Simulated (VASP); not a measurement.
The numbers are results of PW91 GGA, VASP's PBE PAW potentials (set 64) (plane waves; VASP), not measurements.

A VASP calculation is set up with these files.

File POSCAR:
```
CdF2
1
    0.0000000000     2.7384881804     2.7384881804
    2.7384881804     0.0000000000     2.7384881804
    2.7384881804     2.7384881804     0.0000000000
Cd F
1 2
Direct
  0.0000000000   0.0000000000   0.0000000000
  0.2500000000   0.2500000000   0.2500000000
  0.7500000000   0.7500000000   0.7500000000
```

**INCAR**
```
# general
SYSTEM  = CdF2
PREC    = Accurate
ENCUT   = 520
LREAL   = .FALSE.   # projection in real space or not
LASPH   = .TRUE.   # aspherical one-centre terms
ICHARG  = 11

# electronic loop
EDIFF   = 1E-7   # SCF stop (eV)
NELM    = 100
ALGO    = Normal   # blocked Davidson
LMAXMIX = 4

# smearing
ISMEAR  = 0
SIGMA   = 0.05   # width (eV)

# functional
GGA     = 91

# output
LWAVE   = .FALSE.
LCHARG  = .FALSE.
LORBIT  = 11   # lm-projected
```

### KPOINTS
```
k-points along high-symmetry lines
15
Line-mode
Reciprocal
  0.000000   0.000000   0.000000 ! GAMMA
  0.500000   0.000000   0.500000 ! X

  0.500000   0.000000   0.500000 ! X
  0.625000   0.250000   0.625000 ! U

  0.375000   0.375000   0.750000 ! K
  0.000000   0.000000   0.000000 ! GAMMA

  0.000000   0.000000   0.000000 ! GAMMA
  0.500000   0.500000   0.500000 ! L

  0.500000   0.500000   0.500000 ! L
  0.500000   0.250000   0.750000 ! W

  0.500000   0.250000   0.750000 ! W
  0.500000   0.000000   0.500000 ! X
```

POTCAR, in this order: Cd F (PBE.64 set). Program: vasp_std. Read from the step before: CHGCAR.

The run wrote:

**OSZICAR**
```
       N       E                     dE             d eps       ncg     rms          rms(c)
DAV:   1     0.194454941330E+03    0.19445E+03   -0.15706E+04  3156   0.154E+03
DAV:   2    -0.241725155582E+01   -0.19687E+03   -0.19161E+03  3597   0.379E+02
DAV:   3    -0.105180004674E+02   -0.81007E+01   -0.80814E+01  3251   0.847E+01
DAV:   4    -0.105605785597E+02   -0.42578E-01   -0.42570E-01  3432   0.604E+00
DAV:   5    -0.105607480394E+02   -0.16948E-03   -0.16948E-03  3335   0.344E-01
DAV:   6    -0.105607488717E+02   -0.83228E-06   -0.83228E-06  3425   0.243E-02
DAV:   7    -0.105607488764E+02   -0.47330E-08   -0.47531E-08  2701   0.177E-03
   1 F= -.10560749E+02 E0= -.10560749E+02  d E =-.177071E-15
```

OUTCAR:
```
 val. band max:       -1.7587797330   @ k =   0.5000   0.2500   0.7500

 cond. band min:       1.1595417280   @ k =   0.0000   0.0000   0.0000



 k-point     1 :       0.0000    0.0000    0.0000
  band No.  band energies     occupation
      1     -22.2365      2.00000
      2     -21.2563      2.00000
      3      -7.2369      2.00000
      4      -7.2369      2.00000
      5      -7.2369      2.00000
      6      -6.2243      2.00000
      7      -6.2243      2.00000
      8      -2.6153      2.00000
      9      -2.6153      2.00000
     10      -2.6153      2.00000
     11      -2.3077      2.00000
     12      -2.3077      2.00000
     13      -2.3077      2.00000
     14       1.1595      0.00000
     15      10.7029      0.00000
     16      10.7029      0.00000
     17      10.7029      0.00000

 k-point     2 :       0.0357    0.0000    0.0357
  band No.  band energies     occupation
      1     -22.2323      2.00000
      2     -21.2607      2.00000
      3      -7.2305      2.00000
      4      -7.2305      2.00000
      5      -7.2216      2.00000
      6      -6.2292      2.00000
      7      -6.2231      2.00000
      8      -2.6708      2.00000
      9      -2.6402      2.00000
     10      -2.6402      2.00000
     11      -2.3065      2.00000
     12      -2.2980      2.00000
     13      -2.2980      2.00000
     14       1.2257      0.00000
     15      10.6143      0.00000
     16      10.7234      0.00000
     17      10.7234      0.00000

 k-point     3 :       0.0714    0.0000    0.0714
  band No.  band energies     occupation
      1     -22.2183      2.00000
      2     -21.2733      2.00000
      3      -7.2112      2.00000
      4      -7.2112      2.00000
      5      -7.1764      2.00000
      6      -6.2442      2.00000
      7      -6.2194      2.00000
      8      -2.8241      2.00000
      9      -2.7098      2.00000
     10      -2.7098      2.00000
     11      -2.3027      2.00000
     12      -2.2730      2.00000
...
```

The density is held fixed in this step, so its total energy and stress have no physical meaning.

The compound is CdF2 in the fluorite structure. It was relaxed first.
